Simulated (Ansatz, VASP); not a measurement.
# Si2W: VASP beside Ansatz, part 2 of 2

Wanted: the spread between two codes on one cell, functional and k mesh. The structure shown is the start of the Ansatz relaxation below; VASP solves that cell, so the two are compared at the walk's first step.

VASP 6.6.1 and Ansatz 0.2.0.

So far: Starting point; Ansatz: relaxation, PBEsol; VASP: single point, PBEsol, start cell, pair 1; Side by side; What the set-up changes.

## 7. VASP: single point, PBEsol, start cell, pair 2

Level of this step: PBEsol; plane waves and PAW (Si, W) (VASP).

The same cell, functional, mesh and smearing now go to VASP, with its own data sets.

INCAR

```
SYSTEM = Si2W
PREC = Accurate
ENCUT = 520
EDIFF = 1E-06
NELM = 120
ISMEAR = 1
SIGMA = 0.2
LREAL = .FALSE.
ALGO = Normal
GGA = PS
NBANDS = 13
LASPH = .TRUE.
LORBIT = 11
LWAVE = .FALSE.
LCHARG = .FALSE.
ISIF = 2
GGA_COMPAT = .FALSE.
KPAR = 2
```

POSCAR

```
Si2W
1.0
   -1.6043100000      1.6043100000      3.8297990000
    1.6043100000     -1.6043100000      3.8297990000
    1.6043100000      1.6043100000     -3.8297990000
Si W
2 1
Direct
    0.3344073671      0.3344073671      0.0000000000
    0.6655926329      0.6655926329      0.0000000000
    0.0000000000      0.0000000000      0.0000000000
```

KPOINTS

```
Automatic mesh
0
Gamma
20 20 20
0 0 0
```

Potentials, in the order of the species: Si and W (PBE family, release 64).

On the command line:

```console
> mpirun -np 2 vasp_std
```

Numbers of over 12 decimals in the logs are rounded to 6 here.

The log of the run:

```text
[banner, memory and clock lines left out]
running    2 mpi-ranks, on    1 nodes
[...]
[... a notice as in an earlier step ...]

 LDA part: xc-table for (Slater+PW92), standard interpolation
 POSCAR, INCAR and KPOINTS ok, starting setup
[...]
entering main loop
       N       E                     dE             d eps       ncg     rms          rms(c)
DAV:   1     0.276255341415E+02    0.27626E+02   -0.60393E+03 16738   0.938E+02
DAV:   2    -0.252012473930E+02   -0.52827E+02   -0.48307E+02 20671   0.190E+02
DAV:   3    -0.275464563667E+02   -0.23452E+01   -0.22789E+01 22582   0.325E+01
DAV:   4    -0.275785273688E+02   -0.32071E-01   -0.32032E-01 20104   0.442E+00
[...]
DAV:  10    -0.266967138806E+02    0.32183E-04   -0.23645E-04 20909   0.971E-02    0.446E-02
DAV:  11    -0.266967017451E+02    0.12136E-04   -0.31240E-05 20792   0.407E-02    0.178E-02
DAV:  12    -0.266967017841E+02   -0.39053E-07   -0.12324E-06 13599   0.862E-03
   1 F= -.26696702E+02 E0= -.26697040E+02  d E =0.101441E-02
```

OUTCAR, selected parts (step 7):

```text
  Total        0.2039602      0.2039602      2.8998790      0.0000000      0.0000000      0.0000000
  in kB        8.2878781      8.2878781    117.8359758      0.0000000      0.0000000      0.0000000
  external PRESSURE =      44.8039107 kB  Pullay stress =       0.0000000 kB

 POSITION                                       TOTAL-FORCE (eV/Angst)
 -----------------------------------------------------------------------------------
      0.00000      0.00000      2.56143         0.000000      0.000000     -0.021033
      0.00000      0.00000      5.09817         0.000000      0.000000      0.021033
      0.00000      0.00000      0.00000        -0.000000     -0.000000      0.000000
 -----------------------------------------------------------------------------------
    total drift:                                0.000000      0.000000     -0.000000

  FREE ENERGIE OF THE ION-ELECTRON SYSTEM (eV)
  ---------------------------------------------------
  free  energy   TOTEN  =       -26.6967017841 eV

  energy  without entropy=      -26.6977161902  energy(sigma->0) =      -26.69703992

[... 1 part as in an earlier step ...]

[... 2 further parts left out ...]
[key lines of the parts left out:]
E-fermi :  10.6912
```

The run ends at a pressure of 4.48 GPa, with forces up to 0.021 eV/Å.

## 8. Differences

What differs besides the data sets and the points named for the pairs above, as far as they apply: the data sets hold 22 valence electrons in Ansatz (on its PAW soft_1 files) and 14 in VASP. Total energies have different zeros and are not compared.

At this near-relaxed geometry the largest component of a force difference is 3 meV/Å.

## 9. Further runs

Further runs change the set-up of one program: Ansatz's method, potentials or start, or VASP's data sets, cutoff or form of LDA. The table gives that difference for each run.

```tsv
run	r.m.s. force difference (meV/Å)
as above	1.3
VASP with a cutoff of 600 eV (perhaps on Ansatz's relaxed cell)	1.5
```

## 10. Ansatz: relaxation, PBEsol

The two programs are compared at the cell with which this relaxation starts, whose forces are those of its first step. The cell compared in this pair holds 37.42 Å³, against 39.43 Å³ for the pair before.

The structure compared here is the start of the Ansatz relaxation; VASP solves that cell, so the two are compared at the walk's first step.

input.yaml

```yaml
crystal:
  lattice:
    - [-1.5374129405, 1.5374129405, 3.9576253841]
    - [1.5374129405, -1.5374129405, 3.9576253841]
    - [1.5374129405, 1.5374129405, -3.9576253841]
  atoms:
    - { symbol: Si, position: [0.3336698446, 0.3336698446, 0.0] }
    - { symbol: Si, position: [0.6663301554, 0.6663301554, 0.0] }
    - { symbol: W, position: [0.0, 0.0, 0.0] }
  conventional_axes: [[0, 1, 1], [1, 0, 1], [1, 1, 0]]
kpoints:
  mp_grid: { grid: [20, 20, 20] }
hamiltonian:
  xc: pbesol
  pseudopotentials: { kind: paw, azcp: { folder: soft_1 }, xc_functional: pbe }
scf:
  occupations: { method: methfessel_paxton, width: 0.2 }
output:
  forces: true
  stress: true
  eigenvalues: true
relax:
  adjacent_minimum: "off"
  f_tol: 0.001
  max_steps: 60
  cell: { stress_tol: 0.01, fix: [a, b, gamma] }
```

On the command line:

```console
> ansatz run input.yaml --threads 4 --pin off --max-ram 10240MiB --backend cpu --events-out ev --progress --plain --runs-dir out
```

The log of the run:

```text
[...]
--- Relaxed structure (4 steps of the walk, 4 accepted, 1 SCFs on fresh bases) ---
[...]
cell:  # Å, volume = 37.6193 Å³
    - [-1.5374129405, 1.5374129405, 3.978965]
    - [1.5374129405, -1.5374129405, 3.978965]
    - [1.5374129405, 1.5374129405, -3.978965]
  atoms:
    - { symbol: Si, position: [0.333293, 0.333293, 0] }
    - { symbol: Si, position: [0.666707, 0.666707, 0] }
    - { symbol: W, position: [0, 0, 0] }
[key lines of the parts left out:]
SCF converged after 5 iterations
Free energy (F): -11501.679970 eV
Fermi energy:    18.115834 eV
P = ⅓ Tr σ = 16.2664 GPa (162.664 kbar)
```

## 11. VASP: single point, PBEsol, start cell, pair 3

The same cell, functional, mesh and smearing now go to VASP, with its own data sets.

INCAR is that of step 7.

POSCAR

```
Si2W
1.0
   -1.5374130000      1.5374130000      3.9576250000
    1.5374130000     -1.5374130000      3.9576250000
    1.5374130000      1.5374130000     -3.9576250000
Si W
2 1
Direct
    0.3336698146      0.3336698146      0.0000000000
    0.6663301854      0.6663301854      0.0000000000
    0.0000000000      0.0000000000      0.0000000000
```

KPOINTS is that of step 7.

On the command line:

```console
> mpirun -np 2 vasp_std
```

The log of the run:

```text
[... set-up lines as in an earlier step ...]
 entering main loop
       N       E                     dE             d eps       ncg     rms          rms(c)
DAV:   1     0.294821261077E+02    0.29482E+02   -0.61241E+03 16722   0.945E+02
DAV:   2    -0.248552793923E+02   -0.54337E+02   -0.49505E+02 20508   0.195E+02
DAV:   3    -0.272714847636E+02   -0.24162E+01   -0.23430E+01 22743   0.332E+01
DAV:   4    -0.273028172887E+02   -0.31333E-01   -0.31290E-01 19861   0.430E+00
[...]
DAV:  10    -0.264920492244E+02    0.41963E-04   -0.43881E-04 21604   0.133E-01    0.933E-02
DAV:  11    -0.264920328727E+02    0.16352E-04   -0.57631E-05 20172   0.508E-02    0.277E-02
DAV:  12    -0.264920328432E+02    0.29542E-07   -0.15566E-06 15379   0.103E-02
   1 F= -.26492033E+02 E0= -.26492220E+02  d E =0.559980E-03
```

Parts of OUTCAR (step 11):

```text
  Total        5.9899983      5.9899983      0.7033741      0.0000000      0.0000000      0.0000000
  in kB      256.4847517    256.4847517     30.1176581      0.0000000      0.0000000      0.0000000
  external PRESSURE =     181.0290539 kB  Pullay stress =       0.0000000 kB

 POSITION                                       TOTAL-FORCE (eV/Angst)
 -----------------------------------------------------------------------------------
      0.00000      0.00000      2.64108         0.000000      0.000000     -0.083066
      0.00000      0.00000      5.27417         0.000000      0.000000      0.083066
      0.00000      0.00000      0.00000        -0.000000     -0.000000      0.000000
 -----------------------------------------------------------------------------------
    total drift:                               -0.000000     -0.000000      0.000000

  FREE ENERGIE OF THE ION-ELECTRON SYSTEM (eV)
  ---------------------------------------------------
  free  energy   TOTEN  =       -26.4920328432 eV

  energy  without entropy=      -26.4925928228  energy(sigma->0) =      -26.49221950

[... 1 part as in an earlier step ...]

[... 2 further parts left out ...]
[key lines of the parts left out:]
E-fermi :  11.6302
```

The run ends at a pressure of 18.10 GPa, with forces up to 0.083 eV/Å.

## 12. Differences

What differs besides the data sets and the points named for the pairs above, as far as they apply: the data sets hold 22 valence electrons in Ansatz (on its PAW soft_1 files) and 14 in VASP. Total energies have different zeros and are not compared.

Forces (eV/Å; atoms numbered as in POSCAR):

```tsv
atom	Ansatz x, y, z	VASP x, y, z
Si1	0.000, 0.000, -0.076	0.000, 0.000, -0.083
Si2	0.000, 0.000, 0.076	0.000, 0.000, 0.083
W3	0.000, 0.000, 0.000	0.000, 0.000, 0.000
```

The forces differ by 3.4 meV/Å r.m.s., which is 8.7 % of the r.m.s. force of 0.039 eV/Å (both taken over all components).

## 13. Other set-ups

Further runs change the set-up of one program: Ansatz's method, potentials or start, or VASP's data sets, cutoff or form of LDA. The table gives that difference for each run.

```tsv
run	r.m.s. force difference (meV/Å)
as above	3.4
VASP with a cutoff of 600 eV (perhaps on Ansatz's relaxed cell)	2.3
```

## 14. Summary of results

| Item | Value |
| --- | --- |
| r.m.s. force difference (single point, PBEsol, start cell, pair 1) | 1.3 meV/Å |
| r.m.s. force difference (single point, PBEsol, start cell, pair 2) | 1.3 meV/Å |
| r.m.s. force difference (single point, PBEsol, start cell, pair 3) | 3.4 meV/Å |

The r.m.s. force difference is 3.4 meV/Å (single point, PBEsol, start cell, pair 3), within the 12 meV/Å picked in this series as the mark of a large difference. The data sets hold unlike numbers of valence electrons (22 in Ansatz and 14 in VASP), so part of the differences comes from the potentials. Single point, PBEsol, start cell, pair 3, VASP with a cutoff of 600 eV (perhaps on Ansatz's relaxed cell): r.m.s. force difference goes from 3.4 to 2.3 meV/Å. 6 further runs of this series are not shown here. How closely two codes agree says nothing of how well the functional describes the real material.

[Lines on the potential files, build, host, timing and source positions are cut from VASP's logs without a mark.]

[Logs are printed without paths, hosts, clocks, repeated set-up lines and the standing remarks that a program may print on its own settings, such as how far it seeks lower states.]

[Hosts, paths, dates, database ids (printed as entryN), source tags and the programs' standing remarks are cut or masked in the printed files.]

[Rows of further runs with another cutoff or data set may stand on the cell that Ansatz relaxed, not on the start cell of the pair above them.]
